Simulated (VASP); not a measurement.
```yaml
crystal:
  lattice:
    - [0.00000, 2.54900, 2.54900]
    - [2.54900, 0.00000, 2.54900]
    - [2.54900, 2.54900, 0.00000]
  atoms:
    - { symbol: Hf, position: [0.00000, 0.00000, 0.00000] }
    - { symbol: O, position: [0.25000, 0.25000, 0.25000] }
    - { symbol: O, position: [0.75000, 0.75000, 0.75000] }
```

The numbers are results of optB86b-vdW, VASP's PBE PAW potentials (set 64) (plane waves; VASP), not measurements. Numerical set-up: 520 eV cut-off, 8×8×8 Γ-centred mesh, Gaussian smearing of 0.050 eV, potentials Hf_pv O.

Task: Give the stress tensor in GPa (positive for a compressed cell).

Result: 
```
-7.34   0.00   0.00
 0.00  -7.34   0.00
 0.00   0.00  -7.34
```
The pressure is its mean diagonal, -7.34 GPa.

The compound is HfO2 in the fluorite structure, the high-temperature cubic form, which is unstable at 0 K; the monoclinic form is the stable one. This cell is one point of a volume scan, at 1.03 of the reference volume.
